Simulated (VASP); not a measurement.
Write the native input for VASP 6.6.1 that does the following.

- Task: relaxation of cell and atoms
- Functional: LDA
- Potentials or basis: VASP PAW LDA potentials, release 64 (Hf_pv)
- Cutoff: 350 eV
- k mesh: 8 × 8 × 8
- Occupations: gaussian, width 0.1 eV
- Spin: no spin polarisation
- Target pressure: 50 GPa
- Further INCAR settings: ALGO = Fast; EDIFF = 1e-07; IBRION = 2; EDIFFG = -0.002; NSW = 80; ISIF = 3
- Target pressure: 50 GPa

The structure of Hf lies in POSCAR:

```
Hf                                      
1.0
   -1.5724172903      1.5724172903      1.5724172903
    1.5724172903     -1.5724172903      1.5724172903
    1.5724172903      1.5724172903     -1.5724172903
  Hf            
     1
Direct
     0.0000000000000000    0.0000000000000000    0.0000000000000000
```

This isn't the form of Hf at room conditions, which is hcp.

The input as run:

INCAR

```
SYSTEM = Hf
ALGO = Fast
EDIFF = 1E-7
EDIFFG = -0.002
ENCUT = 350
IBRION = 2
ISIF = 3
ISMEAR = 0
LASPH = .TRUE.
LCHARG = .FALSE.
LREAL = .FALSE.
LWAVE = .FALSE.
NELM = 80
NSW = 80
PREC = Accurate
PSTRESS = 500.0
SIGMA = 0.1
```

KPOINTS

```
k-points
0
G
  8 8 8
  0 0 0
```

Potentials or basis: VASP PAW LDA potentials, release 64 (Hf_pv).

Command:

```bash
$ cat potpaw_LDA.64/Hf_pv/POTCAR > POTCAR
$ mpirun -np 1 vasp_std > vasp.out
```

Results of the run:

| Quantity | Value |
| --- | --- |
| Energy change on relaxing (the enthalpy is what falls) | -0.2 meV/atom |
| Ionic steps | 4 |
| Pressure after relaxing | 50.0 GPa |
| Band gap on the k mesh | none (metal or under the smearing width) |

Caveat: the cell is relaxed towards a set pressure, so the enthalpy falls and the energy may rise.

Wall time 4.2 s on 1 thread of Intel(R) Xeon(R) Platinum 8488C (Sapphire Rapids), with other jobs on the host, peak memory 0.11 GiB.
